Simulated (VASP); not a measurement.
ScCl5: relaxation of cell and atoms with PBE

ScCl5:

```xyz
6
Lattice="6.2899 0.0000 0.0000 -3.1450 5.4472 0.0000 0.0000 0.0000 5.0972" Properties=species:S:1:pos:R:3 pbc="T T T"
Sc    0.0000    0.0000    0.0000
Cl    3.1450    0.0000    2.5486
Cl    1.5725    2.7236    2.5486
Cl   -1.5725    2.7236    2.5486
Cl    0.0000    3.6315    0.0000
Cl    3.1450    1.8157    0.0000
```

The cell was built by a generator and needn't be a form met in nature.

The cell isn't the ideal one: species swapped into the TbNi5 type (P6/mmm, No. 191).

```
Program                : VASP 6.6.1
Task                   : relaxation of cell and atoms
Functional             : PBE
Potentials or basis    : VASP PAW PBE potentials, release 64 (Sc_sv, Cl)
Cutoff                 : 600 eV
k mesh                 : 3 × 3 × 4
Occupations            : gaussian, width 0.1 eV
Spin                   : no spin polarisation
Dipole correction      : no
Further INCAR settings : ALGO = Normal; EDIFF = 1e-06; IBRION = 2; EDIFFG = -0.04; NSW = 90; ISIF = 3
```

```
Relaxed volume                         : 25.36 Å³/atom
Relaxed cell                           : a = 5.090 Å, b = 5.090 Å, c = 6.783 Å, α = 90.00°, β = 90.00°, γ = 120.00°
Space group after relaxing (to 0.05 Å) : P6/mmm (No. 191)
Energy gained by relaxing              : 729.3 meV/atom
Ionic steps                            : 15
Pressure after relaxing                : 0.1 GPa
Band gap on the k mesh                 : none (metal or under the smearing width)
```

Step by step:
| step | energy change (eV) | largest force (eV/Å) | pressure (GPa) | volume (Å³) |
| --- | --- | --- | --- | --- |
| 1 | 0.0000 | 0.0000 | -4.22 | 174.64 |
| 2 | -1.2861 | 0.0000 | -3.53 | 155.57 |
| 3 | -3.1988 | 0.0000 | 10.97 | 114.68 |
| 4 | -3.2047 | 0.0000 | 3.33 | 125.64 |
| 5 | -3.3084 | 0.0000 | 6.70 | 119.96 |
| 6 | -3.6559 | 0.0000 | 9.68 | 120.06 |
| 7 | -3.6615 | 0.0000 | 9.33 | 120.09 |
| 8 | -4.1657 | 0.0000 | 3.40 | 133.06 |
| 9 | -4.3075 | 0.0000 | 0.23 | 143.84 |
| 10 | -4.3157 | 0.0000 | -0.55 | 147.21 |
| 11 | -4.3156 | 0.0000 | -0.67 | 147.79 |
| 12 | -4.3533 | 0.0000 | -0.26 | 148.89 |
| 13 | -4.3725 | 0.0000 | 0.56 | 150.66 |
| 14 | -4.3731 | 0.0000 | 0.44 | 150.42 |
| 15 | -4.3759 | 0.0000 | 0.15 | 152.19 |

Final structure:
```
Sc Cl
1.0
     5.08987    0.00000    0.00000
    -2.54494    4.40796    0.00000
     0.00000    0.00000    6.78311
Sc Cl
1 5
Direct
  0.00000 0.00000 0.00000
  0.50000 0.00000 0.50000
  0.50000 0.50000 0.50000
  0.00000 0.50000 0.50000
  0.33333 0.66667 0.00000
  0.66667 0.33333 0.00000
```

Levels at points of the mesh, in eV from the Fermi level:
| k point | band 19 | band 20 | band 21 | band 22 | band 23 | band 24 | band 25 | band 26 | band 27 |
| --- | --- | --- | --- | --- | --- | --- | --- | --- | --- |
| (0.00, 0.00, 0.00) | -2.34 | -1.53 | -1.53 | 0.04 | 0.05 | 0.05 | 1.00 | 1.24 | 1.24 |
| (0.00, 0.00, 0.50) | -2.26 | -1.44 | -1.44 | 0.08 | 0.08 | 0.17 | 1.00 | 1.24 | 1.24 |

Run time: 14 min on 1 thread of Intel(R) Xeon(R) Platinum 8488C (Sapphire Rapids), on a shared host, peak memory 0.34 GiB.

Caveat: the k mesh is coarse (spacing up to 0.38 Å⁻¹), so the values aren't converged; this functional lacks dispersion, which binds the layers, so the pressure and a relaxed spacing across them are unreliable.
